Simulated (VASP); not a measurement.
# HoBi: Ho into a neighbouring Ho vacancy, part 4 of 4

Aim: the barrier for one hop in HoBi: Ho into a neighbouring Ho vacancy. The start is a cell from a database of measured crystal structures.

VASP 6.6.1; LDA, 4f electrons in the core; plane waves and PAW (Bi, Ho_3).

Still holding for the runs below: The data set Ho_3 holds the 4f electrons frozen in the core, so no f bands or f moments appear.

So far. Step 3 (Relax the start): The run ended after 5 ionic steps, 0.074 eV below its first step, once the forces on the free atoms met EDIFFG = -0.05. Step 4 (Relax the end): The run ended after 6 ionic steps, 0.068 eV below its first step, once the forces on the free atoms met EDIFFG = -0.05.

### 5. Nudged elastic band

Images on a straight line between the ends relax across the path, while springs keep them spaced along it.

File INCAR:

```
SYSTEM = Ho7Bi8
PREC = Normal
ENCUT = 280
EDIFF = 1E-05
NELM = 120
ISMEAR = 1
SIGMA = 0.15
LREAL = Auto
ALGO = Fast
GGA = CA
NBANDS = 66
LWAVE = .FALSE.
LCHARG = .FALSE.
IMAGES = 3
SPRING = -5
IBRION = 1
POTIM = 0.3
NSW = 60
EDIFFG = -0.05
ISYM = 0
ISIF = 0
```

File POSCAR:

```
Ho7Bi8
1.0
    0.0000000000      6.1536149806      6.1536149806
    6.1536149806      0.0000000000      6.1536149806
    6.1536149806      6.1536149806      0.0000000000
Bi Ho
8 7
Direct
    0.2488745586      0.2514561859      0.2509704685
    0.2470906823      0.2460879226      0.7523249017
    0.2471073582      0.7529568712      0.2456516655
    0.2448214338      0.7552736791      0.7525372349
    0.7528842193      0.2474496130      0.2444830786
    0.7545653126      0.2457763582      0.7524381524
    0.7545059053      0.7529745036      0.2452535710
    0.7487971014      0.7515081968      0.7510462010
    0.0000695006      0.0001191221      0.4978943630
    0.0017237292      0.4988572351      0.9986842327
    0.9989879025      0.5011538108      0.5014107709
    0.4993928701      0.0013892471      0.0007587952
    0.5015494374      0.9988578768      0.4991448916
    0.5001889258      0.5004325516      0.9977515305
    0.5007037133      0.4997820582      0.4995774875
```

File KPOINTS:

```
Automatic mesh
0
Gamma
3 3 3
0 0 0
```

File 00/POSCAR:

```
Ho7Bi8
1.0
    0.0000000000      6.1536149806      6.1536149806
    6.1536149806      0.0000000000      6.1536149806
    6.1536149806      6.1536149806      0.0000000000
Bi Ho
8 7
Direct
    0.2488745586      0.2514561859      0.2509704685
    0.2470906823      0.2460879226      0.7523249017
    0.2471073582      0.7529568712      0.2456516655
    0.2448214338      0.7552736791      0.7525372349
    0.7528842193      0.2474496130      0.2444830786
    0.7545653126      0.2457763582      0.7524381524
    0.7545059053      0.7529745036      0.2452535710
    0.7487971014      0.7515081968      0.7510462010
    0.0000695006      0.0001191221      0.4978943630
    0.0017237292      0.4988572351      0.9986842327
    0.9989879025      0.5011538108      0.5014107709
    0.4993928701      0.0013892471      0.0007587952
    0.5015494374      0.9988578768      0.4991448916
    0.5001889258      0.5004325516      0.9977515305
    0.5007037133      0.4997820582      0.4995774875
```

File 01/POSCAR:

```
Ho7Bi8
1.0
    0.0000000000      6.1536149806      6.1536149806
    6.1536149806      0.0000000000      6.1536149806
    6.1536149806      6.1536149806      0.0000000000
Bi Ho
8 7
Direct
    0.2477231344      0.2497896789      0.2522197865
    0.2478517038      0.2468369078      0.7516918740
    0.2467472614      0.7528905721      0.2481521029
    0.2446861931      0.7551764637      0.7508449460
    0.7528944813      0.2473499989      0.2469039938
    0.7544850732      0.2454437428      0.7511903028
    0.7533932836      0.7521382826      0.2465266446
    0.7496993538      0.7519165416      0.7501477382
    0.0001898746     -0.0000850686      0.3738602795
    0.0012017904      0.4989770060      0.9990459010
    0.9990278444      0.5008643575      0.5012886477
    0.4992498987      0.0009025748      0.0008998542
    0.5013108979      0.9989126399      0.4994027564
    0.4996670203      0.5001778819      0.9983716402
    0.5006782937      0.4995980012      0.5000556693
```

File 02/POSCAR:

```
Ho7Bi8
1.0
    0.0000000000      6.1536149806      6.1536149806
    6.1536149806      0.0000000000      6.1536149806
    6.1536149806      6.1536149806      0.0000000000
Bi Ho
8 7
Direct
    0.2465717102      0.2481231720      0.2534691046
    0.2486127252      0.2475858930      0.7510588463
    0.2463871645      0.7528242730      0.2506525403
    0.2445509524      0.7550792484      0.7491526571
    0.7529047434      0.2472503848      0.2493249089
    0.7544048337      0.2451111274      0.7499424532
    0.7522806620      0.7513020615      0.2477997182
    0.7506016063      0.7523248864      0.7492492755
    0.0003102485     -0.0002892592      0.2498261960
    0.0006798517      0.4990967770      0.9994075693
    0.9990677864      0.5005749042      0.5011665244
    0.4991069272      0.0004159025      0.0010409132
    0.5010723584      0.9989674030      0.4996606212
    0.4991451148      0.4999232122      0.9989917500
    0.5006528742      0.4994139443      0.5005338511
```

File 03/POSCAR:

```
Ho7Bi8
1.0
    0.0000000000      6.1536149806      6.1536149806
    6.1536149806      0.0000000000      6.1536149806
    6.1536149806      6.1536149806      0.0000000000
Bi Ho
8 7
Direct
    0.2454202859      0.2464566650      0.2547184226
    0.2493737467      0.2483348781      0.7504258186
    0.2460270676      0.7527579738      0.2531529777
    0.2444157118      0.7549820330      0.7474603682
    0.7529150054      0.2471507706      0.2517458240
    0.7543245942      0.2447785120      0.7486946035
    0.7511680404      0.7504658405      0.2490727918
    0.7515038587      0.7527332312      0.7483508128
    0.0004306225     -0.0004934499      0.1257921126
    0.0001579129      0.4992165480      0.9997692376
    0.9991077283      0.5002854509      0.5010444012
    0.4989639558     -0.0000707698      0.0011819722
    0.5008338188      0.9990221662      0.4999184860
    0.4986232092      0.4996685426      0.9996118598
    0.5006274546      0.4992298874      0.5010120330
```

File 04/POSCAR:

```
Ho7Bi8
1.0
    0.0000000000      6.1536149806      6.1536149806
    6.1536149806      0.0000000000      6.1536149806
    6.1536149806      6.1536149806      0.0000000000
Bi Ho
8 7
Direct
    0.2442688617      0.2447901580      0.2559677406
    0.2501347682      0.2490838633      0.7497927909
    0.2456669708      0.7526916747      0.2556534151
    0.2442804711      0.7548848176      0.7457680793
    0.7529252674      0.2470511565      0.2541667392
    0.7542443548      0.2444458966      0.7474467539
    0.7500554187      0.7496296195      0.2503458654
    0.7524061111      0.7531415760      0.7474523500
    0.0005509965     -0.0006976406      0.0017580291
   -0.0003640259      0.4993363189      1.0001309059
    0.9991476702      0.4999959976      0.5009222780
    0.4988209844     -0.0005574421      0.0013230312
    0.5005952793      0.9990769293      0.5001763508
    0.4981013037      0.4994138729      1.0002319695
    0.5006020351      0.4990458304      0.5014902148
```

Potentials, in the order of the species: Bi and Ho_3 (PBE family, release 64).

Run with:

```console
> mpirun -np 3 vasp_std
```

The program printed:

```text
[banner, memory and clock lines left out]
running    3 mpi-ranks, on    1 nodes
 each image running on    1 cores
[...]
01/POSCAR found :  2 types and      15 ions
 [... a notice as in an earlier step ...]

 LDA part: xc-table for (Slater(with rela. corr.)+CA(PZ))
 , standard interpolation
[...]
00/POSCAR found :  2 types and      15 ions
[...]
04/POSCAR found :  2 types and      15 ions
 POSCAR, INCAR and KPOINTS ok, starting setup
[...]
entering main loop
       N       E                     dE             d eps       ncg     rms          rms(c)
DAV:   1     0.603354819132E+03    0.60335E+03   -0.29566E+04  2376   0.885E+02
DAV:   2     0.268325730143E+02   -0.57652E+03   -0.55324E+03  2772   0.535E+02
DAV:   3    -0.706770471177E+02   -0.97510E+02   -0.92980E+02  3170   0.139E+02
DAV:   4    -0.799855725217E+02   -0.93085E+01   -0.91133E+01  3320   0.486E+01
[...]
RMM:  17    -0.791735455062E+02   -0.17058E-04   -0.52522E-05  1377   0.463E-02    0.106E-01
RMM:  18    -0.791736009686E+02   -0.55462E-04   -0.10181E-04  1909   0.374E-02    0.156E-01
RMM:  19    -0.791736074150E+02   -0.64464E-05   -0.35344E-05  1469   0.308E-02
   1 F= -.79173607E+02 E0= -.79175734E+02  d E =-.791736E+02
[... from here on, the cycles between the ionic steps are left out ...]
   2 F= -.81150458E+02 E0= -.81152646E+02  d E =-.197685E+01
   6 F= -.82131062E+02 E0= -.82133734E+02  d E =-.968361E-01
  11 F= -.82381461E+02 E0= -.82384989E+02  d E =-.140194E-01
  16 F= -.82480001E+02 E0= -.82484205E+02  d E =-.199381E-01
  21 F= -.82572653E+02 E0= -.82578310E+02  d E =-.879240E-02
  26 F= -.82630714E+02 E0= -.82636860E+02  d E =-.165751E-01
  31 F= -.82724056E+02 E0= -.82730348E+02  d E =-.841238E-02
  36 F= -.82902142E+02 E0= -.82907597E+02  d E =0.818671E-02
  41 F= -.82891258E+02 E0= -.82896788E+02  d E =0.103102E-01
  46 F= -.82904492E+02 E0= -.82909902E+02  d E =0.642337E-02
  51 F= -.82913193E+02 E0= -.82918467E+02  d E =0.993272E-03
  56 F= -.82913124E+02 E0= -.82918425E+02  d E =0.423020E-03
  59 F= -.82914576E+02 E0= -.82919834E+02  d E =-.940863E-04
  60 F= -.82914584E+02 E0= -.82919842E+02  d E =-.790994E-05
 BRION: g(F)=  0.254E-02 g(S)=  0.000E+00 retain N=  4 mean eig= 1.74
 eig:   4.232  1.343  0.697  0.697
```

Run time: 1.8 h. Hardware: 3 MPI ranks of Intel Xeon Platinum 8375C at 2.90GHz (Ice Lake), shared host; peak memory 0.74 GiB.

From OUTCAR (step 5):

```text
  tangential force (eV/A)        -0.953858
  left and right image   2.659196  2.655536 A

  tangential force (eV/A)        -0.955118
  left and right image   2.660210  2.656364 A

 k-point     1 :       0.0000    0.0000    0.0000
  band No.  band energies     occupation
    ...
     48       3.8467      2.01103
     49       3.8953      2.02995
     50       3.9474      2.06057
     51       4.0666      1.87760
     52       4.1165      1.49914
     53       4.3841     -0.05772
     54       5.1892     -0.00000
     55       5.5056     -0.00000
     56       5.5163     -0.00000
     57       5.6059     -0.00000
    ...

 POSITION                                       TOTAL-FORCE (eV/Angst)
 -----------------------------------------------------------------------------------
      2.60891      2.61429      3.03517         0.011942      0.006692      0.091252
      5.76980      5.76773      2.94945        -0.075576     -0.073526      0.073381
      5.46838      2.82874      6.13544         0.141940     -0.237939     -0.000298
      9.00087      5.49023      6.13475        -0.125853      0.070470     -0.002558
      2.81974      5.46478      6.13446        -0.233882      0.145771      0.002526
      5.49474      9.01213      6.13578         0.063601     -0.134121     -0.001503
      5.77010      5.76817      9.31598        -0.074266     -0.070902     -0.070196
      8.76295      8.76801      9.23478         0.009825      0.005340     -0.091215
      8.45346      2.29749      6.13521         0.534202      0.534413     -0.001610
      8.84543      5.69125      3.07126        -0.074315     -0.012710     -0.021273
      5.68624      8.84278      9.19898        -0.007357     -0.068365      0.020721
     -0.46735      2.68940      3.07197        -0.008420     -0.068418     -0.021465
      8.84526      5.69129      9.19769        -0.073480     -0.010938      0.021937
      8.58369      8.57758      6.13484         0.077031      0.084264     -0.000536
      5.87182      5.88036      6.13321        -0.165392     -0.170031      0.000838
 -----------------------------------------------------------------------------------
    total drift:                               -0.024412     -0.018654      0.011164

  FREE ENERGIE OF THE ION-ELECTRON SYSTEM (eV)
  ---------------------------------------------------
  free  energy   TOTEN  =       -82.9145843996 eV

  energy  without entropy=      -82.9303572215  energy(sigma->0) =      -82.91984201

  tangential force (eV/A)        -0.951284
  left and right image   2.660118  2.656307 A

[... 5 parts as in an earlier step ...]

[... 10 further parts left out ...]
[key lines of the parts left out:]
E-fermi :   4.1632
```

CONTCAR:

```
Ho7Bi8
   1.00000000000000
     0.0000000000000000    6.1536149805999996    6.1536149805999996
     6.1536149805999996    0.0000000000000000    6.1536149805999996
     6.1536149805999996    6.1536149805999996    0.0000000000000000
  Bi              Ho
     8     7
Direct
     0.2470549154102262    0.2461794080837247    0.1777839645116326
     0.2394835652610622    0.2398194007336706    0.6978075300586376
     0.2840443765041306    0.7130018613871025    0.1756428795073784
     0.2132166325196862    0.7837177568727510    0.6789784769605807
     0.7133608216389522    0.2835269029646360    0.1746984780271141
     0.7843489024521242    0.2127528363936214    0.6801764871412105
     0.7567949595004193    0.7571093513863916    0.1805676560740512
     0.7507654629208310    0.7499427893709473    0.6740898271337923
    -0.0016865608454449    0.9986953890132325    0.3750431404324989
    -0.0067371622894236    0.5058364493524494    0.9316005756235585
     1.0039234846886191    0.4909670540291510    0.4330820551389680
     0.5061026023066133   -0.0068894494753363   -0.0690582149229906
     0.4910708417049585    1.0036097190525048    0.4337984299854372
     0.4979779389444020    0.4989712245782373    0.8959311771782060
     0.4990356427370296    0.4976484423045208    0.4565586712410589
```

The band used up its steps before its forces met the threshold, so no barrier is taken from it.

### 6. Results

| Item | Value |
| --- | --- |
| result | none |

What this shows: The session ends without its result: «nudged elastic band» used up its steps.

[Lines on the potential files, build, host, timing and source positions are cut from VASP's logs without a mark.]

[Logs are printed without paths, hosts, clocks, repeated set-up lines and the standing remarks that a program may print on its own settings, such as how far it seeks lower states.]

[Hosts, paths, dates, database ids (printed as entryN), source tags and the programs' standing remarks are cut or masked in the printed files.]

[Runs that stopped without an error message from VASP are left out.]
